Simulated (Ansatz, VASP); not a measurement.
# Cross-check of Mg3PbO between VASP and Ansatz, part 3 of 3

Aim: how closely do two programs agree when they are given the same cell, functional and k mesh? The cell is generated by rule, not measured, and may not be a known phase. The cell is taken from a series of runs on this material, whose earlier steps may have relaxed, scaled, displaced or heated it; both programs get it as it stands.

VASP 6.6.1 and Ansatz 0.2.0.

So far: VASP: relaxation of cell and atoms, LDA, pair 1; Ansatz: relaxation of cell and atoms, LDA, pair 1; Side by side; Ansatz: relaxation of cell and atoms, LDA, pair 2; VASP: relaxation of cell and atoms, LDA, pair 2; Differences.

### 8. VASP: zone-centre phonons, LDA

Level of this step: LDA; plane waves and PAW (Pb_d, O, Mg); invented cell (VASP).

Second derivatives magnify differences that forces hide, and they need a tight electronic threshold.

INCAR reads:

```
SYSTEM = Mg3PbO
PREC = Accurate
ENCUT = 600
EDIFF = 1E-08
NELM = 120
ISMEAR = 1
SIGMA = 0.2
LREAL = .FALSE.
ALGO = Normal
GGA = CA
NBANDS = 19
LORBIT = 11
LWAVE = .FALSE.
LCHARG = .FALSE.
ISIF = 2
IBRION = 8
LASPH = .TRUE.
GGA_COMPAT = .FALSE.
KPAR = 2
```

POSCAR reads:

```
Mg3PbO
1.0
    4.3259854434      0.0000000000      0.0000000000
    0.0000000000      4.3259854434      0.0000000000
    0.0000000000      0.0000000000      4.3259854434
Pb O Mg
1 1 3
Direct
    0.0000000000      0.0000000000      0.0000000000
    0.5000000000      0.5000000000      0.5000000000
    0.5000000000      0.5000000000      0.0000000000
    0.5000000000      0.0000000000      0.5000000000
    0.0000000000      0.5000000000      0.5000000000
```

KPOINTS reads:

```
Automatic mesh
0
Gamma
8 8 8
0 0 0
```

The projector-augmented-wave data sets are Pb_d, O and Mg (LDA family, release 64).

Run with:

```sh
mpirun -np 2 vasp_std
```

Numbers of over 12 decimals in the logs are rounded to 6 here.

The log of the run:

```text
[... set-up lines as in an earlier step ...]
 entering main loop
       N       E                     dE             d eps       ncg     rms          rms(c)
DAV:   1     0.213167965087E+03    0.21317E+03   -0.12798E+04  1330   0.147E+03
DAV:   2     0.755006477536E+00   -0.21241E+03   -0.20372E+03  1393   0.353E+02
DAV:   3    -0.223586320611E+02   -0.23114E+02   -0.22609E+02  1639   0.116E+02
DAV:   4    -0.231540639589E+02   -0.79543E+00   -0.79406E+00  1589   0.223E+01
[...]
DAV:  15    -0.209752060103E+02    0.17687E-06   -0.17950E-06  1708   0.963E-03    0.609E-04
DAV:  16    -0.209752060116E+02   -0.12201E-08   -0.15433E-07  1495   0.262E-03    0.285E-04
DAV:  17    -0.209752060103E+02    0.12787E-08   -0.17455E-08  1232   0.775E-04
   1 F= -.20975206E+02 E0= -.20974968E+02  d E =-.715494E-03
 Linear response reoptimize wavefunctions to high precision
DAV:   1    -0.209752060104E+02   -0.16780E-09   -0.12986E-09   894   0.258E-04
DAV:   2    -0.209752060104E+02    0.21373E-10   -0.16926E-10   812   0.106E-04
 Linear response DOF=           4
 Linear response progress:
[...]
RMM:   8    -0.264892111107E-02    0.49175E-07   -0.38576E-08  8809   0.147E-03    0.364E-05
RMM:   9    -0.264895576981E-02   -0.34659E-07   -0.88773E-09  8766   0.681E-04    0.195E-05
RMM:  10    -0.264895673293E-02   -0.96312E-09   -0.16538E-09  8699   0.266E-04    0.595E-06
 first order change of Fermi-energy   0.19944E-05
 force on displaced ion       3 direction 1 :  -3.596   0.000   0.000
 Linear response progress:
  Degree of freedom:   4/  4
       N       E                     dE             d eps       ncg     rms          rms(c)
RMM:   1    -0.308037175207E-02   -0.30804E-02    0.10422E-02  5445   0.463E-01
RMM:   2    -0.299284918985E-02    0.87523E-04   -0.22989E-04  4883   0.104E-01    0.334E-02
RMM:   3    -0.296535052674E-02    0.27499E-04   -0.77614E-05  4829   0.582E-02    0.178E-02
RMM:   4    -0.297511657787E-02   -0.97661E-05   -0.58876E-05  5055   0.374E-02    0.427E-03
[...]
RMM:   9    -0.296984646624E-02   -0.78709E-07   -0.57068E-09  5128   0.555E-04    0.245E-05
RMM:  10    -0.296982915005E-02    0.17316E-07   -0.82859E-10  4997   0.193E-04    0.641E-06
RMM:  11    -0.296982066198E-02    0.84881E-08   -0.16397E-10  5425   0.722E-05    0.251E-06
 first order change of Fermi-energy  -0.18489E-04
 force on displaced ion       3 direction 3 :   0.000   0.000  -5.614
 Linear response finished
```

Parts of OUTCAR (step 8):

```text
 POSITION                                       TOTAL-FORCE (eV/Angst)
 -----------------------------------------------------------------------------------
      0.00000      0.00000      0.00000         0.000000      0.000000      0.000000
      2.16299      2.16299      2.16299         0.000000      0.000000      0.000000
      2.16299      2.16299      0.00000         0.000000      0.000000      0.000000
      2.16299      0.00000      2.16299         0.000000      0.000000      0.000000
      0.00000      2.16299      2.16299         0.000000      0.000000      0.000000
 -----------------------------------------------------------------------------------
    total drift:                                0.000000      0.000000      0.000000

[... 1 part as in an earlier step ...]
```

### 9. Ansatz: zone-centre phonons, LDA

The same cell, functional (in two slightly different forms), mesh and smearing now go to Ansatz, which takes its cutoff from its data sets.

The cell is taken from a series of runs on this material, whose earlier steps may have relaxed, scaled, displaced or heated it; both programs get it as it stands.

input.yaml reads:

```yaml
crystal:
  lattice:
    - [4.3259854434, 0.0, 0.0]
    - [0.0, 4.3259854434, 0.0]
    - [0.0, 0.0, 4.3259854434]
  atoms:
    - { symbol: Pb, position: [0.0, 0.0, 0.0] }
    - { symbol: O, position: [0.5, 0.5, 0.5] }
    - { symbol: Mg, position: [0.5, 0.5, 0.0] }
    - { symbol: Mg, position: [0.5, 0.0, 0.5] }
    - { symbol: Mg, position: [0.0, 0.5, 0.5] }
kpoints:
  mp_grid: { grid: [8, 8, 8] }
hamiltonian:
  xc: lda
  pseudopotentials: { kind: paw, azcp: { folder: soft_1 }, xc_functional: pbe }
scf:
  occupations: { method: methfessel_paxton, width: 0.2 }
output:
  eigenvalues: true
phonons:
  method: dfpt
```

Run with:

```sh
ansatz run input.yaml --threads 8 --pin off --max-ram 16384MiB --backend cpu --events-out ev --progress --plain --runs-dir out
```

The log of the run:

```text
zone centre: on kpoints.mp_grid the ground state, and the responses unless they are solved on pairs of k-points, stand on 125 of the mesh's 512 k-points, reduced under 8 symmetry operations, with k and −k counted as one. Each operation leaves every solved displacement unchanged or reverses it
[...]
Crystal: 5 atoms, lattice volume = 80.957 Å³
[...]
k mesh reduced under 8 symmetry operations, with k and −k counted as one. Each operation leaves every solved displacement unchanged or reverses it
  ASR residual: 4.576e-5 → 0.000e0 eV/Å²; symmetrization residual: 5.161e-6 eV/Å²
  ASR residual per site (eV/Å²): 8.68e-6 4.58e-5 4.29e-6 4.29e-6 4.29e-6
  Γ frequencies (cm⁻¹): 0.00 0.00 0.00 143.56 143.56 143.56 189.55 189.55 189.55 266.54 266.54 266.54 306.87 306.87 306.87
  non-analytic LO–TO correction: not included (Born effective charges unavailable; polar crystals: no LO–TO splitting at Γ)
[key lines of the parts left out:]
SCF converged after 11 iterations
Free energy (F): -17866.941083 eV
Fermi energy:    10.590636 eV
```

### 10. Comparison

What differs besides the data sets and the points named for the pairs above, as far as they apply: the data sets hold 50 valence electrons in Ansatz (on its PAW soft_1 files) and 26 in VASP. Total energies have different zeros and are not compared.

The two programs side by side:

| quantity | Ansatz | VASP | difference |
| --- | --- | --- | --- |
| optical mode 1 to 3 (cm⁻¹) | 143.6 | 144.2 | -0.41 % |
| optical mode 4 to 6 (cm⁻¹) | 189.6 | 190.4 | -0.44 % |
| optical mode 7 to 9 (cm⁻¹) | 266.5 | 267.5 | -0.35 % |
| optical mode 10 to 12 (cm⁻¹) | 306.9 | 308.4 | -0.50 % |

Modes are paired by rising frequency, not by their patterns, so a pair may set unlike modes beside each other; they are those without the splitting of longitudinal modes.

### 11. Outcome

```
difference in volume (relaxation of cell and atoms, LDA, pair 1)                                                  : 0.85 %
difference in volume (relaxation of cell and atoms, LDA, pair 2)                                                  : 0.93 %
r.m.s. difference of the optical zone-centre modes, each program's sorted by frequency (zone-centre phonons, LDA) : 1.0 cm⁻¹
```

**Reading.** The difference in volume is 0.93 % (relaxation of cell and atoms, LDA, pair 2), within the 1.2 % picked in this series as the mark of a large difference, as far as the stopping tolerances let one tell. The data sets hold unlike numbers of valence electrons (50 in Ansatz and 26 in VASP), so part of the differences comes from the potentials. Such differences can come from data sets, numerical settings and the points named under the comparisons, not from the functional's error against experiment.

[Lines on the potential files, build, host, timing and source positions are cut from VASP's logs without a mark.]

[Logs are printed without paths, hosts, clocks, repeated set-up lines and the standing remarks that a program may print on its own settings, such as how far it seeks lower states.]

[Hosts, paths, dates, database ids (printed as entryN), source tags and the programs' standing remarks are cut or masked in the printed files.]
